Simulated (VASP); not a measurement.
VASP ran on this input.

**INCAR**
```
SYSTEM=AlN
PREC=Accurate; ENCUT=520; LREAL=.False.
LASPH=.True.
EDIFF=1E-7; NELM=100; ALGO=Normal
ISMEAR=0; SIGMA=0.05
ISIF=2
LWAVE=.False.; LCHARG=.False.
```

**POSCAR**
```
AlN
4.3028690
  0.0000000000   0.5000000347   0.5000000347
  0.5000000347   0.0000000000   0.5000000347
  0.5000000347   0.5000000347   0.0000000000
Al N
1 1
direct
  0.0000000000   0.0000000000   0.0000000000
  0.2500000000   0.2500000000   0.2500000000
```

File KPOINTS:
```
K-points
0
gamma
10 10 10
0 0 0
```

POTCAR, in this order: Al N (LDA.64 set). Program: vasp_std.

Problem. Translate this LDA calculation to Quantum ESPRESSO's pw.x.

Solution. One equivalent input (not run):
```
&CONTROL
  calculation = 'scf'
  pseudo_dir = './pseudo'
  outdir = './out'
  tprnfor = .true.
  tstress = .true.
/
&SYSTEM
  ibrav = 0
  nat = 2
  ntyp = 2
  ecutwfc = 84
  occupations = 'smearing'
  smearing = 'gaussian'
  degauss = 0.003675
  input_dft = 'pz'
/
&ELECTRONS
  conv_thr = 7.3e-09
  electron_maxstep = 100
/
ATOMIC_SPECIES
  Al 26.982 Al.upf
  N 14.007 N.upf
CELL_PARAMETERS angstrom
     0.0000000    2.1514346    2.1514346
     2.1514346    0.0000000    2.1514346
     2.1514346    2.1514346    0.0000000
ATOMIC_POSITIONS crystal
  Al   0.0000000  0.0000000  0.0000000
  N    0.2500000  0.2500000  0.2500000
K_POINTS automatic
  10 10 10 0 0 0
```
Limits of the translation: the potentials are each code's own (VASP's PAW set, PseudoDojo norm-conserving files in pw.x), so ENCUT and ecutwfc are chosen apart and not converted; conv_thr bounds pw.x's estimated SCF error, while EDIFF bounds the energy change between steps.

The compound is AlN in the zinc blende structure, a metastable form; wurtzite is the usual one. This cell is one point of a volume scan, at 0.97 of the reference volume.
